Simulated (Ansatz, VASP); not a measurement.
## WC (Qusongite) in two plane-wave programs

Wanted: the spread between two codes on one cell, functional and k mesh. The cell is taken from a series of runs on this material, whose earlier steps may have relaxed, scaled, displaced or heated it; both programs get it as it stands.

Calculated with Ansatz 0.2.0; plane waves, with VASP 6.6.1 beside it; zone-centre phonons at LDA.

## 1. Starting point

Symmetry: P-6m2, No. 187, hexagonal system. The conventional cell has a = 2.879 Å, b = 2.879 Å, c = 2.841 Å, α = 90.00°, β = 90.00°, γ = 120.00°. Nearest to C lie 6 W at 2.19 Å. W has 6 C at 2.19 Å nearest. Farther neighbours are not listed.

## 2. Ansatz: zone-centre phonons, LDA

Ansatz runs on its PAW soft_1 files.

Second derivatives magnify differences that forces hide, and they need a tight electronic threshold.

Input file input.yaml:

```yaml
crystal:
  lattice:
    - [2.8785036101, 0.0, 0.0]
    - [-1.4392518051, 2.4928572512, 0.0]
    - [0.0, 0.0, 2.8409613781]
  atoms:
    - { symbol: C, position: [0.6666666658, 0.3333333342, 0.5] }
    - { symbol: W, position: [8.0e-10, -8.0e-10, 0.0] }
kpoints:
  mp_grid: { grid: [18, 18, 16] }
hamiltonian:
  xc: lda
  pseudopotentials: { kind: paw, azcp: { folder: soft_1 }, xc_functional: pbe }
scf:
  occupations: { method: methfessel_paxton, width: 0.2 }
output:
  eigenvalues: true
phonons:
  method: dfpt
```

Launch:

```bash
> ansatz run input.yaml --threads 4 --pin off --max-ram 10240MiB --backend cpu --events-out ev --progress --plain --runs-dir out
```

Numbers of over 12 decimals in the logs are rounded to 6 here.

The program printed:

```text
zone centre: on kpoints.mp_grid the ground state, and the responses unless they are solved on pairs of k-points, stand on 819 of the mesh's 5184 k-points, reduced under 4 symmetry operations, with k and −k counted as one. Each operation leaves every solved displacement unchanged or reverses it
Engine: ansatz 0.2.0, aarch64-unknown-linux-gnu
Pseudopotentials: kind: paw
Pseudopotential: C, paw, valence charge 4, recommended cutoff 420 eV (normal), soft_1/C.paw.azcp
Pseudopotential: W, paw, valence charge 14, recommended cutoff 420 eV (normal), soft_1/W.paw.azcp
Functional definition: SPW92
  exchange = slater_x
  correlation = pw_c
Crystal: 2 atoms, lattice volume = 20.386 Å³
Basis set: ecut = 420 eV, 405 PW (Γ), exchange–correlation on 40×40×40 points (8 copies of the dense FFT grid, shifted against one another)
Bands: 13, of which v1, the nominal top of the filled ones, is band 9 counted from 1 (8 counted from 0)
Symmetry: 12 space group operations
k-points: 819 of 5184 (irreducible under 4 space group operations, time reversal used)
Non-local potential: C, projectors of the file, l = 0: 2, l = 1: 2, l = 2: 1
Non-local potential: W, projectors of the file, l = 0: 3, l = 1: 2, l = 2: 2, l = 3: 1
PAW form: soft (Blöchl's): semilocal exchange-correlation on the pseudo side does not see the compensation charge
PAW frozen core: C, regenerated for the run's functional, and the local potential with it (the file was generated under x = pbe(κ = 0.804, μ = 0.219515), c = pbe(β = 0.066725))
PAW frozen core: W, regenerated for the run's functional, and the local potential with it (the file was generated under x = pbe(κ = 0.804, μ = 0.219515), c = pbe(β = 0.066725))
PAW one-centre angular grid: C, 110 points (default); XC on 64 Gauss nodes
PAW one-centre angular grid: W, 590 points (default); XC on 64 Gauss nodes
Initial density: superposition of atomic densities (chi_scale 0.1, normalization cell, long waves kept (reshape's long-wave potential 0.00 eV rms))
Initial wavefunctions: pseudopotential atomic-orbital guess
Functional: x = slater, c = lda
SCF iter   1: F=—  HF=-10375.405946 eV  |F-HF|=—  |Δ(HF+E_count)|=         —  Δρ=1.33e-1  dr2=4.82e0  ethr=3.10e-3  ⟨swp⟩=5.0  Hψ=53364  notcnv=0
preconditioner: auto → none  [metal: Δε(μ)=0.048 eV  Ē_g=10.861 eV  σ=0.200 eV  W_gap=0.20  n_scr=8 (ndim 8)  ℏωp=26.0 eV  f_vac=0.000  D(μ)=0.18/eV (n_scr^D=0)  sad-step TF]
SCF iter   2: F=—  HF=-10374.799589 eV  |F-HF|=—  |Δ(HF+E_count)|=   6.06e-1  S|Δr|=    0.00e0  Δρ=9.34e-2  dr2=2.44e0  ethr=3.10e-3  ⟨swp⟩=2.0  Hψ=20299  notcnv=0
SCF iter   3: F=—  HF=-10374.174156 eV  |F-HF|=—  |Δ(HF+E_count)|=   6.25e-1  S|Δr|=    0.00e0  Δρ=7.04e-3  dr2=8.58e-3  ethr=3.10e-3  ⟨swp⟩=2.2  Hψ=18290  notcnv=0
SCF iter   4: F=—  HF=-10374.174014 eV  |F-HF|=—  |Δ(HF+E_count)|=   1.42e-4  S|Δr|=    0.00e0  Δρ=1.12e-3  dr2=1.08e-4  ethr=4.77e-5  ⟨swp⟩=1.2  Hψ=17831  notcnv=0
SCF iter   5: F=—  HF=-10374.174078 eV  |F-HF|=—  |Δ(HF+E_count)|=   6.39e-5  S|Δr|=    0.00e0  Δρ=1.55e-4  dr2=2.85e-6  ethr=6.03e-7  ⟨swp⟩=2.4  Hψ=16304  notcnv=0
SCF iter   6: F=—  HF=-10374.174077 eV  |F-HF|=—  |Δ(HF+E_count)|=   8.12e-7  S|Δr|=    0.00e0  Δρ=2.57e-5  dr2=8.56e-8  ethr=1.59e-8  ⟨swp⟩=2.4  Hψ=17601  notcnv=0
SCF iter   7: F=—  HF=-10374.174078 eV  |F-HF|=—  |Δ(HF+E_count)|=   4.17e-7  S|Δr|=    0.00e0  Δρ=4.91e-6  dr2=2.10e-9  ethr=4.76e-10  ⟨swp⟩=2.3  Hψ=15676  notcnv=0
SCF iter   8: F=—  HF=-10374.174078 eV  |F-HF|=—  |Δ(HF+E_count)|=  3.46e-10  S|Δr|=    0.00e0  Δρ=4.75e-7  dr2=1.18e-11  ethr=1.17e-11  ⟨swp⟩=2.8  Hψ=16306  notcnv=0
SCF iter   9: F=-10374.174078 eV  HF=-10374.174078 eV  |F-HF|=3.64e-12  |Δ(HF+E_count)|=    0.00e0  S|Δr|=    0.00e0  Δρ=5.16e-8  dr2=1.81e-13  ethr=1.00e-12  ⟨swp⟩=5.0  Hψ=39880  notcnv=0
SCF 1 converged in 9 iterations: F = -10374.174078 eV  dr2 = 1.81e-13
  greatest PAW one-centre occupation: 0.999 electrons in one spin orbital (limit 2), on the W atom at site 1 (counted from 0), in its partial waves of l = 0
DFPT response loops at Γ: preconditioner auto → Kerker (q_TF=auto, 2.672 Å⁻¹) (partly filled bands, converged f_vac=0.000); β = 1.00, the filter's whole step (`scf.mixing.beta` (0.50) is not read by the response loops under this deck's `scf.mixing.preconditioner`; to damp them name `kerker` or `kerker_dos`, under which they read `scf.mixing.beta`, and type it under 1.00, their step now; both keys bind the ground state too); Broyden in place of MSR1
SCF converged after 9 iterations
Stability not checked: this state was not tested for a lower state beside it, because cold or Methfessel-Paxton smearing, or corrected tetrahedra, fill the levels in a way that the test cannot read (fill_not_monotonic; see scf.lower_state_search)
Free energy (F): -10374.174078 eV
Harris-Foulkes:  -10374.174078 eV  (|F-HF|=3.64e-12)
Internal energy: -10374.174263 eV  (E = F + TS)
E sigma→0 (E₀):  -10374.174124 eV
Entropy (-TS):   0.000185 eV (0.093 meV/atom)
Fermi energy:    20.523739 eV
Step filling:    the computed levels leave a gap of 0.0141 eV = 0.1 smearing widths at the electron count; against every level under it full and every level over it empty, smearing changes F+E_penalty+E_count by +0.203 meV and its σ→0 estimate by +0.157 meV
--- Per-component energies (eV) ---
  E_band       = -59.167222
  E_kinetic    = 511.266512
  E_local      = -595.642482  (includes V_loc(G=0)·N_el)
  E_nonlocal   = 3.962235
  E_hartree    = 244.119113
  E_xc         = -314.265597
  E_vxc        = -291.445030  (∫ρ·V_xc dr)
  E_paw        = -8416.702585  (= ΣΔE_a)
  E_vpaw       = -175.546837  (= ΣTr[D̂ρ^β])
  E_aug_tail   = 0.000162  (compensation charges beyond the density's cutoff)
  E_ewald      = -1807.257703
  E_core_change = 0.346082  (= ΣΔE_core)
  E_smearing   = 0.000185  (= −TS)
  E_closure    = 0.000000  (closes the sum)
  Σ components = -10374.174078   (vs F -10374.174078, Δ=0.00e0)
--- Band table (eV; the first three rows and the last of 819) ---
  k-point 0: bands = [... 5 lower, 16.0924, 17.1910, 17.1910, 20.5299, 23.7707, 23.7707, 26.1663, 26.1663]
  k-point 1: bands = [... 5 lower, 16.0464, 17.2346, 17.2346, 20.5194, 23.4249, 23.4249, 26.3791, 26.3791]
  k-point 2: bands = [... 5 lower, 15.8629, 17.3620, 17.3620, 20.5682, 22.6937, 22.6937, 26.6872, 26.6872]
  k-point 818: bands = [... 5 lower, 14.0963, 14.7459, 18.5482, 19.2262, 25.5777, 26.1006, 26.7770, 30.1766]
--- Phonons (Γ-DFPT): 4 representative perturbations + reference, on 819 of 5184 k-points (Σ response iterations 12) ---
  k mesh reduced under 4 symmetry operations, with k and −k counted as one. Each operation leaves every solved displacement unchanged or reverses it
  ASR residual: 4.051e-5 → 0.000e0 eV/Å²; symmetrization residual: 8.806e-7 eV/Å²
  ASR residual per site (eV/Å²): 6.99e-6 4.05e-5
  Γ frequencies (cm⁻¹): 0.00 0.00 0.00 581.75 616.93 616.93
  non-analytic LO–TO correction: not included (Born effective charges unavailable; polar crystals: no LO–TO splitting at Γ)
```

Reading the cycles: dr2 is the Hartree energy of the density residual (eV), the measure of convergence; HF is the Harris–Foulkes estimate of the energy, which meets the free energy F at convergence.

(Part 1 of 2 ends here.)

[Lines on the potential files, build, host, timing and source positions are cut from VASP's logs without a mark.]

[Logs are printed without paths, hosts, clocks, repeated set-up lines and the standing remarks that a program may print on its own settings, such as how far it seeks lower states.]

[Hosts, paths, dates, database ids (printed as entryN), source tags and the programs' standing remarks are cut or masked in the printed files.]
